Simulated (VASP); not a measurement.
# Mg2Br3 (Pm-3m) in VASP: further runs, part 2 of 2

VASP 6.6.1. Earlier steps stand in the parts before.

## (3) Relaxation of cell and atoms, PBE (random cell by space group and Wyckoff sites (Pm-3m, No. 221))

INCAR

```
PREC = Accurate
ENCUT = 600
EDIFF = 1E-7
ISMEAR = 0
SIGMA = 0.1
LREAL = F
LASPH = T
NELM = 100
ALGO = Fast
ISIF = 3
LWAVE = F
LCHARG = F
GGA = PE
IBRION = 2
NSW = 90
EDIFFG = -0.04
```

KPOINTS

```
regular mesh
0
Gamma
  4 4 4
```

POSCAR

```
Mg2Br3
1.0
    5.4022788400      0.0000000000      0.0000000000
    0.0000000000      5.4022788400      0.0000000000
    0.0000000000      0.0000000000      5.4022788400
Mg Br
2 3
Direct
    0.0000000000      0.0000000000      0.0000000000
    0.5000000000      0.5000000000      0.5000000000
    0.0000000000      0.5000000000      0.5000000000
    0.5000000000      0.0000000000      0.5000000000
    0.5000000000      0.5000000000      0.0000000000
```

Potentials or basis: VASP PAW PBE potentials, release 64 (Mg, Br).

Launch:

```console
$ cat potpaw_PBE.64/Mg/POTCAR potpaw_PBE.64/Br/POTCAR > POTCAR
$ mpirun -np 1 vasp_std > vasp.out
```

OUTCAR:

```text
PREC = Accurate
   ENCUT = 600
   EDIFF = 1E-7
   ISMEAR = 0
   LREAL = F
   LASPH = T
   NELM = 100
   ISIF = 3
   GGA = PE
   IBRION = 2
   NSW = 90
   EDIFFG = -0.04

 ion  position               nearest neighbor table
   1  0.000  0.000  0.000-
   2  0.500  0.500  0.500-   3 2.70   4 2.70   5 2.70   5 2.70   4 2.70   3 2.70
   3  0.000  0.500  0.500-   2 2.70   2 2.70
   4  0.500  0.000  0.500-   2 2.70   2 2.70
   5  0.500  0.500  0.000-   2 2.70   2 2.70

  LATTYP: Found a simple cubic cell.
 ALAT       =     5.4022788400

  Lattice vectors:

 A1 = (   5.4022788400,   0.0000000000,   0.0000000000)
 A2 = (   0.0000000000,   5.4022788400,   0.0000000000)
 A3 = (   0.0000000000,   0.0000000000,   5.4022788400)

Analysis of symmetry for initial positions (statically):
=====================================================================
 Subroutine PRICEL returns:
 Original cell was already a primitive cell.

 Routine SETGRP: Setting up the symmetry group for a
 simple cubic supercell.

 Subroutine GETGRP returns: Found 48 space group operations
 (whereof 48 operations were pure point group operations)
 out of a pool of 48 trial point group operations.

The static configuration has the point symmetry O_h .

Analysis of symmetry for dynamics (positions and initial velocities):
=====================================================================
 Subroutine PRICEL returns:
 Original cell was already a primitive cell.

 Routine SETGRP: Setting up the symmetry group for a
 simple cubic supercell.

 Subroutine GETGRP returns: Found 48 space group operations
 (whereof 48 operations were pure point group operations)
 out of a pool of 48 trial point group operations.

The dynamic configuration has the point symmetry O_h .

 Subroutine INISYM returns: Found 48 space group operations
 (whereof 48 operations are pure point group operations),
[... 96 lines left out ...]
   TEBEG  =    0.0;   TEEND  =   0.0 temperature during run
   PSTRESS=    0.0 pullay stress
   NELECT =      25.0000    total number of electrons
   NUPDOWN=      -1.0000    fix difference up-down
   EMIN   =  10.00;   EMAX   =-10.00  energy-range for DOS
   EFERMI =   0.00;   METHOD = LEGACY
   ISMEAR =     0;   SIGMA  =   0.10  broadening in eV -4-tet -1-fermi 0-gaus
   EFERMI_NEDOS =   21; number of points for ismear=-14 and -15
   IALGO  =     68    algorithm
   IMIX   =      4    mixing-type and parameters
     AMIX     =   0.40;   BMIX     =  1.00
     AMIX_MAG =   1.60;   BMIX_MAG =  1.00
  volume/ion in A,a.u.               =      31.53       212.79
  Fermi-wavevector in a.u.,A,eV,Ry     =   0.886090  1.674467 10.682689  0.785155
  Thomas-Fermi vector in A             =   2.007210
   LORBIT       =      0    0 simple, 1 ext, 2 COOP (PROOUT), +10 PAW based schemes
   GGA     = PE    functional components
   LHFCALC =     F    Hartree Fock is set to
   AEXX    =    0.0000 exact exchange contribution
   IVDW    =     0    specifies the selected vdW correction
   LEPSILON=     F    determine dielectric tensor
   LRPA    =     F    only Hartree local field effects (RPA)
 conjugate gradient relaxation of ions
 non-spin polarized calculation
 RMM-DIIS sequential band-by-band and
 Gauss-broadening in eV      SIGMA  =   0.10
  energy-cutoff  :      600.00
  volume of cell :      157.66
 maximum number of plane-waves:      5294
 NGX is ok and might be reduce to    48
   NGX = 21   NGY = 21   NGZ = 21

--------------------------------------- Ionic step        1  -------------------------------------------

 number of electron      24.9999997 magnetization

 Free energy of the ion-electron system (eV)
  ---------------------------------------------------
  ext. energy  EPLUGINS =         0.00000000
  ---------------------------------------------------
  free energy    TOTEN  =       -12.36710090 eV

  energy without entropy =      -12.34106493  energy(sigma->0) =      -12.35408291

------------------------ aborting loop because EDIFF is reached ----------------------------------------

  FORCE on cell =-STRESS in cart. coord.  units (eV):
  Direction    XX          YY          ZZ          XY          YZ          ZX
  --------------------------------------------------------------------------------------
  -------------------------------------------------------------------------------------
  Total       -1.8459637     -1.8459637     -1.8459637     -0.0000000     -0.0000000     -0.0000000
  in kB      -18.7587006    -18.7587006    -18.7587006     -0.0000000     -0.0000000     -0.0000000
  external PRESSURE =     -18.7587006 kB  Pullay stress =       0.0000000 kB
[... 65 lines left out ...]
--------------------------------------- Ionic step        3  -------------------------------------------

 number of electron      25.0000000 magnetization

 Free energy of the ion-electron system (eV)
  ---------------------------------------------------
  ext. energy  EPLUGINS =         0.00000000
  ---------------------------------------------------
  free energy    TOTEN  =       -12.44416970 eV

  energy without entropy =      -12.41832732  energy(sigma->0) =      -12.43124851

 E-fermi :   2.0924     XC(G=0):  -8.1081

 val. band max:        2.0887172495   @ k =   0.5000   0.2500   0.2500
 cond. band min:       2.1171822651   @ k =   0.2500   0.2500   0.2500
 fundamental gap:      0.0284650156
 Fermi energy:         2.0923887447

 k-point     1 :       0.0000    0.0000    0.0000
  band No.  band energies     occupation
      1     -13.7837      2.00000
      2     -12.9706      2.00000
      3     -12.9706      2.00000
      4      -3.0939      2.00000
      5      -3.0939      2.00000
      6      -3.0939      2.00000
[... 211 lines left out ...]
  FREE ENERGIE OF THE ION-ELECTRON SYSTEM (eV)
  ---------------------------------------------------
  free  energy   TOTEN  =       -12.4441696962 eV

  energy  without entropy=      -12.4183273162  energy(sigma->0) =      -12.43124851

 reached required accuracy - stopping structural energy minimisation
```

Run time: 1.7 min. Hardware: 1 thread of Intel Xeon Platinum 8259CL at 2.50GHz (Skylake/Cascade Lake), shared host; peak memory 0.34 GiB.

What came out:

| Property | Result |
| --- | --- |
| Free energy | -12.4442 eV |
| Relaxed volume | 29.13 Å³/atom |
| Relaxed cell | a = 5.262 Å, b = 5.262 Å, c = 5.262 Å, α = 90.00°, β = 90.00°, γ = 90.00° |
| Space group after relaxing (to 0.05 Å) | Pm-3m (No. 221) |
| Energy gained by relaxing | 15.4 meV/atom |
| Ionic steps | 3 |
| Pressure after relaxing | 0.0 GPa |
| Band gap on the k mesh | none (metal or under the smearing width) |

The path:
```
step  energy change (eV)  largest force (eV/Å)  pressure (GPa)  volume (Å³)
   1              0.0000                0.0000           -1.88       157.66
   2             -0.0682                0.0000           -0.70       149.39
   3             -0.0771                0.0000           -0.04       145.66
```

Final structure:
```
CELL_PARAMETERS angstrom
5.26153 0.00000 0.00000
0.00000 5.26153 0.00000
0.00000 0.00000 5.26153
ATOMIC_POSITIONS crystal
Mg 0.00000 0.00000 0.00000
Mg 0.50000 0.50000 0.50000
Br 0.00000 0.50000 0.50000
Br 0.50000 0.00000 0.50000
Br 0.50000 0.50000 0.00000
```

Caveat: an odd number of electrons without spin polarisation forces a metal; a magnetic or distorted state may lie lower.
